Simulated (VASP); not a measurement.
These are PBE GGA, VASP's PBE PAW potentials (set 64) (plane waves; VASP) values and carry that method's errors.

VASP input:

**KPOINTS**
```
Automatic
0
G
  6 6 6
0 0 0
```

### INCAR
```
! general
SYSTEM =CdTe
PREC   =Accurate
ENCUT  =400   ! plane-wave cut-off (eV)
LREAL  =.FALSE.
LASPH  =.TRUE.   ! aspherical one-centre terms

! electronic loop
EDIFF  =1E-6
NELM   =100   ! most electronic steps
ALGO   =Normal   ! blocked Davidson
LMAXMIX=4   ! l cut-off of mixed one-centre charges

! smearing
ISMEAR =0   ! Gaussian
SIGMA  =0.05

! functional
GGA    =PE   ! PBE

! ions
IBRION =2   ! conjugate gradients
NSW    =60
ISIF   =3
EDIFFG =-0.01   ! ionic stop

! output
LWAVE  =.FALSE.
LCHARG =.FALSE.
```

**POSCAR**
```
CdTe
1
    0.0000000000     3.2400000000     3.2400000000
    3.2400000000     0.0000000000     3.2400000000
    3.2400000000     3.2400000000     0.0000000000
Cd Te
1 1
Direct
  0.0000000000   0.0000000000   0.0000000000
  0.2500000000   0.2500000000   0.2500000000
```

POTCAR, in this order: Cd Te (PBE.64 set). Program: vasp_std.

Energy and stress use the plane-wave basis of the starting cell. Unless said otherwise, spin-orbit coupling is left out, though it shifts the bands of the heavy elements here.

**Question.** Estimate the energy per atom (σ→0), volume per atom, band gap (on the k-mesh).

**Answer.** 
```json
{
 "energy per atom (σ→0)": "-2398 meV/atom",
 "band gap (on the k-mesh)": "0.60 eV",
 "volume_per_atom": "36.01 Å³/atom"
}
```

OSZICAR:
```
...
DAV:   2    -0.480101703464E+01    0.41693E-01   -0.11607E-01   446   0.521E+00    0.490E-01
DAV:   3    -0.479679278001E+01    0.42243E-02   -0.10687E-02   431   0.108E+00    0.411E-01
DAV:   4    -0.479624593540E+01    0.54684E-03   -0.10684E-03   451   0.263E-01    0.797E-02
DAV:   5    -0.479622525380E+01    0.20682E-04   -0.11886E-04   426   0.141E-01    0.561E-02
DAV:   6    -0.479623237589E+01   -0.71221E-05   -0.34559E-05   434   0.616E-02    0.169E-02
DAV:   7    -0.479623114213E+01    0.12338E-05   -0.24927E-06   423   0.188E-02    0.414E-03
DAV:   8    -0.479623152610E+01   -0.38397E-06   -0.65246E-07   313   0.614E-03
   3 F= -.47962315E+01 E0= -.47962315E+01  d E =-.287174E-01
```

The compound is CdTe in the zinc blende structure. This run relaxes it. Symmetry was kept, so distortions that lower it aren't found.
